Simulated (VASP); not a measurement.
# BaMn2Bi2: input slips in a magnetic run and what they do

Some runs on the magnet BaMn2Bi2 get a fault in the input on purpose. Which of them show, and how? The starting structure is a cell with measured lattice constants from the literature and the atomic positions of a computed structure of the Materials Project. The reference starts from antiferromagnetic moments, in one pattern that fits into this cell.

Main program and level: VASP 6.6.1; Kohn-Sham DFT with plane waves and PAW; PBEsol.

## 1. Starting point

Symmetry: I4/mmm, No. 139, tetragonal system. The conventional cell has a = 4.490 Å, b = 4.490 Å, c = 14.687 Å, α = 90.00°, β = 90.00°, γ = 90.00°. Nearest to Bi lie 4 Mn at 2.83 Å and 4 Ba at 3.73 Å. Nearest to Ba lie 8 Bi at 3.73 Å. Mn has 4 Bi at 2.83 Å nearest. Farther neighbours are not listed.

Structure file:

```xyz
5
Lattice="0.0000 -4.4902 0.0000 -4.4902 0.0000 0.0000 2.2451 -2.2451 -7.3435" Properties=species:S:1:pos:R:3 pbc="T T T"
Bi    0.0000   -4.4902   -5.3870
Bi   -2.2451   -2.2451   -1.9565
Ba    0.0000    0.0000    0.0000
Mn   -2.2451   -4.4902   -3.6717
Mn    0.0000   -2.2451   -3.6717
```

## 2. Reference run

Input file INCAR:

```
SYSTEM = BaMn2Bi2
PREC = Accurate
ENCUT = 400
EDIFF = 1E-07
NELM = 200
ISMEAR = 1
SIGMA = 0.15
LREAL = .FALSE.
ALGO = Normal
GGA = PS
NBANDS = 43
ISPIN = 2
MAGMOM = 0 0 0 4.8 -4.8
LASPH = .TRUE.
LMAXMIX = 4
LORBIT = 11
LWAVE = .FALSE.
LCHARG = .FALSE.
KPAR = 8
```

Input file POSCAR:

```
BaMn2Bi2
1.0
    0.0000000000     -4.4902000000      0.0000000000
   -4.4902000000      0.0000000000      0.0000000000
    2.2451000000     -2.2451000000     -7.3435000000
Bi Ba Mn
2 1 2
Direct
    0.6332120000      0.3667880000      0.7335760000
    0.3667880000      0.6332120000      0.2664240000
    0.0000000000      0.0000000000      0.0000000000
    0.7500000000      0.7500000000      0.5000000000
    0.2500000000      0.2500000000      0.5000000000
```

Input file KPOINTS:

```
Automatic mesh
0
Gamma
8 8 8
0 0 0
```

The projector-augmented-wave data sets are Bi_d, Ba_sv and Mn_pv (PBE family, release 64).

Run with:

```bash
$ mpirun -np 8 vasp_std
```

Log:

```text
[banner, memory and clock lines left out]
running    8 mpi-ranks, on    1 nodes
 distrk:  each k-point on    1 cores,    8 groups
 distr:  one band on    1 cores,    1 groups

 POSCAR found type information on POSCAR BiBaMn
 POSCAR found :  3 types and       5 ions
|                                                                             |
|           W    W    AA    RRRRR   N    N  II  N    N   GGGG   !!!           |
|           W    W   A  A   R    R  NN   N  II  NN   N  G    G  !!!           |
|           W    W  A    A  R    R  N N  N  II  N N  N  G       !!!           |
|           W WW W  AAAAAA  RRRRR   N  N N  II  N  N N  G  GGG   !            |
|           WW  WW  A    A  R   R   N   NN  II  N   NN  G    G                |
|           W    W  A    A  R    R  N    N  II  N    N   GGGG   !!!           |
|                                                                             |
|     For optimal performance we recommend to set                             |
|       NCORE = 2 up to number-of-cores-per-socket                            |
|     NCORE specifies how many cores store one orbital (NPAR=cpu/NCORE).      |
|     This setting can greatly improve the performance of VASP for DFT.       |
|     The default, NCORE=1 might be grossly inefficient on modern             |
|     multi-core architectures or massively parallel machines. Do your        |
|     Unfortunately you need to use the default for GW and RPA                |
|     calculations (for HF NCORE is supported but not extensively tested      |
|     yet).                                                                   |
|                                                                             |

|                                                                             |
|               ----> ADVICE to this user running VASP <----                  |
|                                                                             |
|     You enforced a specific xc type in the INCAR file but a different       |
|     [... a line on the potential file left out ...]
|     I HOPE YOU KNOW WHAT YOU ARE DOING!                                     |
|                                                                             |

 LDA part: xc-table for (Slater+PW92), standard interpolation
 POSCAR, INCAR and KPOINTS ok, starting setup
 FFT: planning ... GRIDC
 FFT: planning ... GRID_SOFT
 FFT: planning ... GRID
 WAVECAR not read
 entering main loop
       N       E                     dE             d eps       ncg     rms          rms(c)
DAV:   1     0.722302990550E+03    0.72230E+03   -0.30640E+04 10327   0.147E+03
DAV:   2     0.441876643144E+02   -0.67812E+03   -0.65591E+03 10285   0.459E+02
DAV:   3    -0.294254639051E+02   -0.73613E+02   -0.71464E+02 11742   0.167E+02
DAV:   4    -0.330230713625E+02   -0.35976E+01   -0.35430E+01 13535   0.376E+01
DAV:   5    -0.332050283862E+02   -0.18196E+00   -0.18166E+00 14804   0.718E+00    0.158E+01
DAV:   6    -0.346391706576E+02   -0.14341E+01   -0.33733E+01 11702   0.397E+01    0.264E+01
DAV:   7    -0.304908857272E+02    0.41483E+01   -0.30580E+01 11490   0.308E+01    0.824E+00
DAV:   8    -0.307937888668E+02   -0.30290E+00   -0.17136E+00 12053   0.607E+00    0.414E+00
DAV:   9    -0.307651139809E+02    0.28675E-01   -0.37049E-01 12457   0.399E+00    0.197E+00
DAV:  10    -0.307632407586E+02    0.18732E-02   -0.16405E-01 13558   0.180E+00    0.155E+00
DAV:  11    -0.307658628850E+02   -0.26221E-02   -0.42237E-02 11143   0.158E+00    0.658E-01
DAV:  12    -0.307670850351E+02   -0.12222E-02   -0.82348E-03 12319   0.512E-01    0.146E-01
DAV:  13    -0.307672927688E+02   -0.20773E-03   -0.11194E-03 11183   0.164E-01    0.583E-02
DAV:  14    -0.307673208112E+02   -0.28042E-04   -0.12153E-04 14810   0.775E-02    0.237E-02
DAV:  15    -0.307673273048E+02   -0.64937E-05   -0.22406E-05 12532   0.226E-02    0.188E-02
DAV:  16    -0.307673285670E+02   -0.12622E-05   -0.23012E-06 10777   0.126E-02    0.579E-03
DAV:  17    -0.307673290287E+02   -0.46171E-06   -0.22869E-06  9409   0.929E-03    0.314E-03
DAV:  18    -0.307673288242E+02    0.20446E-06   -0.35116E-07  9977   0.312E-03    0.268E-03
DAV:  19    -0.307673287939E+02    0.30308E-07   -0.45732E-08  6016   0.191E-03
   1 F= -.30767329E+02 E0= -.30768155E+02  d E =0.247937E-02  mag=    -0.0000
```

It took 2.5 min on 8 MPI ranks of Intel Xeon Platinum 8488C (Sapphire Rapids), shared host; peak memory 4.2 GiB.

Lines that name or quote the potential files are left out of all logs, and their timing lines are given in words.

From OUTCAR (step 2):

```text
ion  position               nearest neighbor table
   1  0.633  0.367  0.734-   5 2.83   4 2.83   5 2.83   4 2.83   3 3.73   3 3.73   3 3.73   3 3.73
                             2 3.91
   2  0.367  0.633  0.266-   5 2.83   4 2.83   5 2.83   4 2.83   3 3.73   3 3.73   3 3.73   3 3.73
                             1 3.91
   3  0.000  0.000  0.000-   1 3.73   1 3.73   2 3.73   1 3.73   2 3.73   1 3.73   2 3.73   2 3.73

  LATTYP: Found a body centered tetragonal cell.
 ALAT       =     4.4902000000
 C/A-ratio  =     3.2709010734

 Subroutine GETGRP returns: Found 16 space group operations
 (whereof 16 operations were pure point group operations)

The static configuration has the point symmetry D_4h.

 Found     59 irreducible k-points:

   k-points           NKPTS =     59   k-points in BZ     NKDIM =     59   number of bands    NBANDS=     43

   dimension x,y,z NGX =    30 NGY =   30 NGZ =   54
   dimension x,y,z NGXF=    60 NGYF=   60 NGZF=  108

   ENCUT  =  400.0 eV  29.40 Ry    5.42 a.u.   7.32  7.32 13.05*2*pi/ulx,y,z

   NELECT =      66.0000    total number of electrons

 k-points in reciprocal lattice and weights: Automatic mesh
   0.00000000  0.00000000  0.00000000       0.002
   0.12500000  0.00000000  0.00000000       0.016
   0.25000000  0.00000000  0.00000000       0.016
   0.37500000  0.00000000  0.00000000       0.016
   0.50000000  0.00000000  0.00000000       0.008
   0.12500000  0.12500000  0.00000000       0.008
   0.25000000  0.12500000  0.00000000       0.031
   0.37500000  0.12500000  0.00000000       0.031
   0.50000000  0.12500000  0.00000000       0.031
[...]
-0.12500000  0.12500000  0.37500000       0.008
   0.00000000  0.00000000  0.50000000       0.002

 average (electrostatic) potential at core
       1-104.6919       2-104.6919       3 -35.3321       4 -69.3677       5 -69.3677

 E-fermi :   5.3243

 spin component 1
 k-point     1 :       0.0000    0.0000    0.0000
  band No.  band energies     occupation
    ...
     29       3.7799      1.00000
     30       3.7799      1.00000
     31       5.0543      1.01445
     32       5.0543      1.01445
     33       5.2756      0.75911
     34       5.6565     -0.00376
     35       5.7929     -0.00005
     36       6.3555     -0.00000
     37       6.4044     -0.00000
     38       7.0892     -0.00000
    ...

 k-point     2 :       0.1250    0.0000    0.0000
  band No.  band energies     occupation
    ...
     29       3.4141      1.00000
     30       3.8650      1.00000
     31       4.4069      1.00000
     32       4.9941      1.00396
     33       5.1941      1.00535
     34       5.8233     -0.00001
     35       5.9424     -0.00000
     36       6.4119     -0.00000
     37       6.5347     -0.00000
     38       7.1642     -0.00000
    ...

 k-point     3 :       0.2500    0.0000    0.0000
  band No.  band energies     occupation
    ...
     29       2.9162      1.00000
     30       3.7715      1.00000
     31       4.0598      1.00000
     32       4.8476      1.00003
     33       4.9377      1.00082
     34       5.9688     -0.00000
     35       6.0587     -0.00000
     36       6.4670     -0.00000
     37       6.7704     -0.00000
     38       6.9077     -0.00000
    ...

 k-point     4 :       0.3750    0.0000    0.0000
  band No.  band energies     occupation
    ...
     29       2.7881      1.00000
     30       3.6034      1.00000
     31       4.2209      1.00000
     32       4.5888      1.00000
     33       4.7320      1.00000
     34       5.8557     -0.00000
     35       6.1685     -0.00000
     36       6.4316     -0.00000
     37       6.7072     -0.00000
     38       6.9608     -0.00000
    ...

 k-point     5 :       0.5000    0.0000    0.0000
  band No.  band energies     occupation
    ...
     29       2.7297      1.00000
     30       3.6838      1.00000
     31       4.2616      1.00000
     32       4.3513      1.00000
     33       4.7124      1.00000
     34       5.7619     -0.00015
     35       6.1911     -0.00000
     36       6.3646     -0.00000
     37       6.6298     -0.00000
     38       7.1877     -0.00000
    ...

 k-point     6 :       0.1250    0.1250    0.0000
  band No.  band energies     occupation
    ...
     29       3.3557      1.00000
     30       3.6739      1.00000
     31       4.3586      1.00000
     32       4.5157      1.00000
     33       5.2485      0.87288
     34       5.9194     -0.00000
     35       5.9875     -0.00000
     36       6.4078     -0.00000
     37       6.6161     -0.00000
     38       7.2168     -0.00000
    ...

  Total       -2.8150157     -2.8150157     -3.0575680      0.0000000      0.0000000      0.0000000
  in kB      -30.4618966    -30.4618966    -33.0866075      0.0000000      0.0000000      0.0000000
  external PRESSURE =     -31.3368002 kB  Pullay stress =       0.0000000 kB

  energy-cutoff  :      400.00
  volume of cell :      148.06
      direct lattice vectors                 reciprocal lattice vectors
     0.000000000 -4.490200000  0.000000000     0.000000000 -0.222707229  0.068087424
    -4.490200000  0.000000000  0.000000000    -0.222707229  0.000000000 -0.068087424
     2.245100000 -2.245100000 -7.343500000     0.000000000  0.000000000 -0.136174849

 POSITION                                       TOTAL-FORCE (eV/Angst)
 -----------------------------------------------------------------------------------
      0.00000     -4.49020     -5.38702        -0.000000     -0.000000      0.266860
     -2.24510     -2.24510     -1.95648        -0.000000     -0.000000     -0.266860
      0.00000      0.00000      0.00000        -0.000000     -0.000000      0.000000
     -2.24510     -4.49020     -3.67175         0.000000     -0.000000      0.000000
      0.00000     -2.24510     -3.67175         0.000000      0.000000      0.000000
 -----------------------------------------------------------------------------------
    total drift:                                0.000000     -0.000000     -0.000000

  FREE ENERGIE OF THE ION-ELECTRON SYSTEM (eV)
  ---------------------------------------------------
  free  energy   TOTEN  =       -30.7673287939 eV

  energy  without entropy=      -30.7698081609  energy(sigma->0) =      -30.76815525

 total charge
# of ion       s       p       d       tot
------------------------------------------
    1        1.438   1.656   9.898  12.991
    2        1.438   1.656   9.898  12.991
    3        2.005   5.578   0.277   7.860
    4        0.265   6.183   4.958  11.406
    5        0.265   6.183   4.958  11.406
--------------------------------------------------
tot          5.410  21.255  29.990  56.654

 magnetization (x)
# of ion       s       p       d       tot
------------------------------------------
    1        0.000   0.000   0.000   0.000
    2        0.000   0.000   0.000   0.000
    3        0.000   0.000   0.000   0.000
    4        0.049   0.046   3.764   3.859
    5       -0.049  -0.046  -3.764  -3.859
--------------------------------------------------
tot         -0.000   0.000   0.000  -0.000

[... 1 further part left out ...]
```

The PAW data sets were made with PBE, which is usual practice but a small mismatch for other functionals. At this level the cell is under a tension of 3.1 GPa, so at these settings it is away from equilibrium. Methfessel-Paxton smearing is not meant for a cell with a gap.

Reference: the moments inside the Mn spheres have a mean size of 3.86 μB, and the cell carries 0.00 μB, with a gap of 0.16 eV on the mesh.

## 3. Run with too few electronic steps

A slip made on purpose: too few electronic steps. Against step 2 the input has NELM = 5.

Changes to INCAR since step 2:

```diff
@@ -4,3 +4,3 @@
 EDIFF = 1E-07
-NELM = 200
+NELM = 5
 ISMEAR = 1
```

POSCAR is that of step 2.

KPOINTS is that of step 2.

Run with:

```bash
$ mpirun -np 8 vasp_std
```

Log:

```text
[banner, memory and clock lines left out]
running    8 mpi-ranks, on    1 nodes
[...]
[... a notice as in an earlier step ...]

 [... a notice as in an earlier step ...]

 LDA part: xc-table for (Slater+PW92), standard interpolation
 POSCAR, INCAR and KPOINTS ok, starting setup
[...]
entering main loop
       N       E                     dE             d eps       ncg     rms          rms(c)
[... 4 cycles as in an earlier step ...]
DAV:   5    -0.332050283862E+02   -0.18196E+00   -0.18166E+00 14804   0.718E+00
|                                                                             |
|           W    W    AA    RRRRR   N    N  II  N    N   GGGG   !!!           |
|           W    W   A  A   R    R  NN   N  II  NN   N  G    G  !!!           |
|           W    W  A    A  R    R  N N  N  II  N N  N  G       !!!           |
|           W WW W  AAAAAA  RRRRR   N  N N  II  N  N N  G  GGG   !            |
|           WW  WW  A    A  R   R   N   NN  II  N   NN  G    G                |
|           W    W  A    A  R    R  N    N  II  N    N   GGGG   !!!           |
|                                                                             |
|     The electronic self-consistency was not achieved in the given           |
|     number of steps (NELM). The forces and other quantities evaluated       |
|     might not be reliable so examine the results carefully. If you find     |
|     spurious results, we suggest increasing NELM, if you were close to      |
|     convergence or switching to a different ALGO or adjusting the           |
|     density mixing parameters otherwise.                                    |
|                                                                             |

   1 F= -.33205028E+02 E0= -.33205190E+02  d E =0.486062E-03  mag=    -0.0000
```

Run time: 42 s. Hardware: 8 MPI ranks; peak memory 4 GiB.

Parts of OUTCAR (step 3):

```text
  Total      -88.3076318    -88.3076318   -101.2599915      0.0000000      0.0000000      0.0000000
  in kB     -955.5960594   -955.5960594  -1095.7563561      0.0000000      0.0000000      0.0000000
  external PRESSURE =   -1002.3161583 kB  Pullay stress =       0.0000000 kB

 POSITION                                       TOTAL-FORCE (eV/Angst)
 -----------------------------------------------------------------------------------
      0.00000     -4.49020     -5.38702        -0.000000      0.000000     -1.018302
     -2.24510     -2.24510     -1.95648         0.000000     -0.000000      1.018302
      0.00000      0.00000      0.00000         0.000000     -0.000000      0.000000
     -2.24510     -4.49020     -3.67175        -0.000000     -0.000000     -0.000000
      0.00000     -2.24510     -3.67175         0.000000      0.000000      0.000000
 -----------------------------------------------------------------------------------
    total drift:                                0.000000     -0.000000     -0.000000

  FREE ENERGIE OF THE ION-ELECTRON SYSTEM (eV)
  ---------------------------------------------------
  free  energy   TOTEN  =       -33.2050283862 eV

  energy  without entropy=      -33.2055144485  energy(sigma->0) =      -33.20519041

 magnetization (x)
# of ion       s       p       d       tot
------------------------------------------
    1        0.000   0.000   0.000   0.000
    2        0.000   0.000   0.000   0.000
    3        0.000   0.000   0.000   0.000
    4        0.043   0.033   3.657   3.732
    5       -0.043  -0.033  -3.657  -3.732
--------------------------------------------------
tot         -0.000   0.000   0.000   0.000

[... 2 parts as in an earlier step ...]

[... 1 further part left out ...]
[key lines of the parts left out:]
E-fermi :   6.1048
```

The electronic loop didn't reach EDIFF within its 5 cycles (NELM).

## 4. Run with spin polarisation switched off

A slip made on purpose: spin polarisation switched off. Against step 2 the input has no ISPIN and no MAGMOM (also changed: NELM, NBANDS and LMAXMIX).

Input file INCAR:

```
SYSTEM = BaMn2Bi2
PREC = Accurate
ENCUT = 400
EDIFF = 1E-07
NELM = 60
ISMEAR = 1
SIGMA = 0.15
LREAL = .FALSE.
ALGO = Normal
GGA = PS
NBANDS = 40
LASPH = .TRUE.
LORBIT = 11
LWAVE = .FALSE.
LCHARG = .FALSE.
KPAR = 8
```

POSCAR is that of step 3.

KPOINTS is that of step 3.

Run with:

```bash
$ mpirun -np 8 vasp_std
```

Log:

```text
[... set-up lines as in an earlier step ...]
 entering main loop
       N       E                     dE             d eps       ncg     rms          rms(c)
DAV:   1     0.722350409709E+03    0.72235E+03   -0.31060E+04  4784   0.158E+03
DAV:   2     0.445251108990E+02   -0.67783E+03   -0.65984E+03  4824   0.492E+02
DAV:   3    -0.281093438016E+02   -0.72634E+02   -0.70078E+02  5944   0.174E+02
DAV:   4    -0.314722059681E+02   -0.33629E+01   -0.32997E+01  6256   0.380E+01
[...]
DAV:  16    -0.276846513797E+02   -0.20215E-06   -0.26251E-06  5112   0.716E-03    0.481E-03
DAV:  17    -0.276846515456E+02   -0.16589E-06   -0.46806E-07  4728   0.451E-03    0.976E-04
DAV:  18    -0.276846515889E+02   -0.43286E-07   -0.19934E-08  3280   0.918E-04
   1 F= -.27684652E+02 E0= -.27679812E+02  d E =-.145191E-01
```

Wall time 69 s (8 MPI ranks); peak memory 3.1 GiB.

From OUTCAR (step 4):

```text
  Total      -10.3293183    -10.3293183     -9.4630029      0.0000000      0.0000000      0.0000000
  in kB     -111.7757964   -111.7757964   -102.4012093      0.0000000      0.0000000      0.0000000
  external PRESSURE =    -108.6509340 kB  Pullay stress =       0.0000000 kB

 POSITION                                       TOTAL-FORCE (eV/Angst)
 -----------------------------------------------------------------------------------
      0.00000     -4.49020     -5.38702        -0.000000      0.000000      1.667052
     -2.24510     -2.24510     -1.95648         0.000000     -0.000000     -1.667052
      0.00000      0.00000      0.00000         0.000000     -0.000000      0.000000
     -2.24510     -4.49020     -3.67175        -0.000000     -0.000000     -0.000000
      0.00000     -2.24510     -3.67175        -0.000000      0.000000      0.000000
 -----------------------------------------------------------------------------------
    total drift:                                0.000000     -0.000000     -0.000000

  FREE ENERGIE OF THE ION-ELECTRON SYSTEM (eV)
  ---------------------------------------------------
  free  energy   TOTEN  =       -27.6846515889 eV

  energy  without entropy=      -27.6701325162  energy(sigma->0) =      -27.67981190

[... 1 part as in an earlier step ...]

[... 2 further parts left out ...]
[key lines of the parts left out:]
E-fermi :   5.0103
```

Without spin polarisation there are no moments by construction; the energy lies +617.7 meV an atom from the reference.

[end of part 1 of 2]

[Lines on the potential files, build, host, timing and source positions are cut from VASP's logs without a mark.]

[Logs are printed without paths, hosts, clocks, repeated set-up lines and the standing remarks that a program may print on its own settings, such as how far it seeks lower states.]

[Hosts, paths, dates, database ids (printed as entryN), source tags and the programs' standing remarks are cut or masked in the printed files.]
